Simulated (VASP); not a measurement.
Level of theory: B3LYP hybrid, VASP's PBE PAW potentials (set 64) (plane waves; VASP 6.6.1).

A VASP calculation is set up with these files.

### KPOINTS
```
Automatic mesh
0
Gamma
3 3 3
0 0 0
```

INCAR:
```
SYSTEM = SnTe
PREC = Accurate; ENCUT = 300; LREAL = .FALSE.
LASPH = .TRUE.; ISYM = 3
EDIFF = 1E-6; NELM = 100; ALGO = Normal
LMAXMIX = 4
ISMEAR = 1; SIGMA = 0.1
GGA = B3; AGGAC = 0.81; AGGAX = 0.72
ALDAC = 0.19; LHFCALC = .TRUE.; AEXX = 0.2
HFRCUT = -1; PRECFOCK = Fast
ISIF = 2
LWAVE = .FALSE.; LCHARG = .FALSE.
```

POSCAR:
```
SnTe
1.0
  0.0000000000   3.1858150000   3.1858150000
  3.1858150000   0.0000000000   3.1858150000
  3.1858150000   3.1858150000   0.0000000000
Sn Te
1 1
Direct
  0.0109510000   0.0045450000  -0.0033620000
  0.4890490000   0.4954550000   0.5033620000
```

POTCAR, in this order: Sn_d Te (PBE.64 set). Program: vasp_std.

Output

File OSZICAR:
```
       N       E                     dE             d eps       ncg     rms          rms(c)
DAV:   1    -0.205395020172E+04   -0.20540E+04   -0.76434E+03   392   0.122E+03
DAV:   2    -0.215178253263E+04   -0.97832E+02   -0.96624E+02   428   0.283E+02
DAV:   3    -0.215931573309E+04   -0.75332E+01   -0.75185E+01   506   0.834E+01
DAV:   4    -0.215952234104E+04   -0.20661E+00   -0.20648E+00   516   0.138E+01
DAV:   5    -0.849503310970E+01    0.21510E+04   -0.63904E+00   482   0.372E+01    0.161E+01
DAV:   6    -0.840143498743E+01    0.93598E-01   -0.51747E-01   490   0.509E+00    0.666E+00
DAV:   7    -0.841225530766E+01   -0.10820E-01   -0.15046E-01   478   0.178E+00    0.394E+00
DAV:   8    -0.841710729022E+01   -0.48520E-02   -0.12253E-02   476   0.529E-01    0.248E+00
DAV:   9    -0.841662561819E+01    0.48167E-03   -0.74138E-04   440   0.233E-01    0.152E+00
DAV:  10    -0.841656153131E+01    0.64087E-04   -0.64598E-04   422   0.129E-01    0.939E-01
DAV:  11    -0.841661009038E+01   -0.48559E-04   -0.18399E-04   496   0.687E-02    0.575E-01
DAV:  12    -0.841662693879E+01   -0.16848E-04   -0.18287E-05   478   0.355E-02    0.355E-01
DAV:  13    -0.841663549138E+01   -0.85526E-05   -0.73799E-06   432   0.223E-02    0.221E-01
DAV:  14    -0.841664084192E+01   -0.53505E-05   -0.36817E-06   446   0.130E-02    0.139E-01
DAV:  15    -0.841664401078E+01   -0.31689E-05   -0.11415E-06   292   0.779E-03    0.867E-02
DAV:  16    -0.841664555295E+01   -0.15422E-05   -0.56486E-07   256   0.641E-03    0.548E-02
DAV:  17    -0.841664644281E+01   -0.88986E-06   -0.26924E-07   208   0.463E-03
   1 F= -.84166464E+01 E0= -.84173299E+01  d E =0.205041E-02
```

File OUTCAR:
```
------------------------ aborting loop because EDIFF is reached ----------------------------------------
  FORCE on cell =-STRESS in cart. coord.  units (eV):
  Direction    XX          YY          ZZ          XY          YZ          ZX
  --------------------------------------------------------------------------------------
  Total        0.9984377      1.0324170      1.1378777      0.0278907     -0.0083389     -0.0304625
  in kB       24.7365927     25.5784420     28.1912614      0.6909999     -0.2065992     -0.7547177
  external PRESSURE =      26.1687654 kB  Pullay stress =       0.0000000 kB
  volume of cell :       64.67
      direct lattice vectors                 reciprocal lattice vectors
     0.000000000  3.185815000  3.185815000    -0.156945711  0.156945711  0.156945711
     3.185815000  0.000000000  3.185815000     0.156945711 -0.156945711  0.156945711
     3.185815000  3.185815000  0.000000000     0.156945711  0.156945711 -0.156945711
 POSITION                                       TOTAL-FORCE (eV/Angst)
 -----------------------------------------------------------------------------------
      3.18958      3.20999      0.04937         0.011003      0.065342      0.122446
      3.18205      3.16164      3.13645        -0.011003     -0.065342     -0.122446
 -----------------------------------------------------------------------------------
    total drift:                               -0.000020     -0.000093      0.000256
  FREE ENERGIE OF THE ION-ELECTRON SYSTEM (eV)
  ---------------------------------------------------
  free  energy   TOTEN  =        -8.4166464428 eV

  energy  without entropy=       -8.4186968575  energy(sigma->0) =       -8.41732991

  exchange ACFDT corr.  =         0.00000000  see jH, gK, PRB 81, 115126
```
(Selected blocks of OUTCAR.)

At this cut-off the stress carries a Pulay error, which pulls relaxed volumes low.

The structure comes from a computed database's SnTe entry; how it stands against other phases isn't given here. The cell was not relaxed at this level, atoms are displaced from their ideal sites. The k-mesh is coarse (spacing up to 0.57 per Å, 2π included), so the numbers may not be converged in it. The run is one of a series of settings (AEXX = 0.2, AGGAC = 0.81, AGGAX = 0.72, ALDAC = 0.19, GGA = B3, HFRCUT = -1, ISYM = 3, LHFCALC = .TRUE., PRECFOCK = Fast, KPOINTS 3×3×3 Γ-centred mesh against the base run), some of them coarse on purpose.
